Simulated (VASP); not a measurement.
Method: revTPSS meta-GGA, VASP's PBE PAW potentials (set 64) (plane waves; VASP).

VASP input:

File KPOINTS:
```
Automatic mesh
0
Gamma
10 10 3
0 0 0
```

POSCAR:
```
C
1
    1.2320170335    -2.1339156022     0.0000000000
    1.2320170335     2.1339156022     0.0000000000
    0.0000000000     0.0000000000     7.7755018072
C
4
Direct
  0.0000000000   0.0000000000   0.2500000000
  0.0000000000   0.0000000000   0.7500000000
  0.3333330000   0.6666670000   0.2500000000
  0.6666670000   0.3333330000   0.7500000000
```

### INCAR
```
! general
SYSTEM  = C
PREC    = Accurate
ENCUT   = 520
LREAL   = .FALSE.
LASPH   = .TRUE.

! electronic loop
EDIFF   = 1E-7
NELM    = 100
ALGO    = Normal
LMIXTAU = .TRUE.

! smearing
ISMEAR  = 0
SIGMA   = 0.05

! functional
METAGGA = RTPSS

! ions
IBRION  = 2
NSW     = 30
ISIF    = 4
EDIFFG  = -0.01

! output
LWAVE   = .FALSE.
LCHARG  = .FALSE.
```

POTCAR, in this order: C (PBE.64 set). Program: vasp_std.

Without a dispersion term in the relaxation, distances and binding between the weakly bound layers, chains or molecules are unreliable, and so is what depends on them.

Question: Estimate the energy per atom (σ→0).

Answer: 
```yaml
energy per atom (σ→0): -10.355 eV/atom
```

OSZICAR:
```
...
DAV:   1    -0.414188886258E+02   -0.15416E-03   -0.52366E-03   672   0.622E-01    0.427E-02
DAV:   2    -0.414187882475E+02    0.10038E-03   -0.11331E-04   784   0.807E-02    0.247E-02
DAV:   3    -0.414187412354E+02    0.47012E-04   -0.88176E-05   772   0.769E-02    0.591E-03
DAV:   4    -0.414187418535E+02   -0.61813E-06   -0.23399E-05   764   0.555E-02    0.346E-03
DAV:   5    -0.414187590206E+02   -0.17167E-04   -0.14903E-05   724   0.471E-02    0.164E-03
DAV:   6    -0.414187707164E+02   -0.11696E-04   -0.25057E-06   752   0.194E-02    0.383E-04
DAV:   7    -0.414187707122E+02    0.41848E-08   -0.17461E-07   828   0.436E-03
   2 F= -.41418771E+02 E0= -.41418771E+02  d E =-.361903E-04
```

The compound is C in the graphite structure. This run relaxes it. Symmetry was kept, so distortions that lower it aren't found.
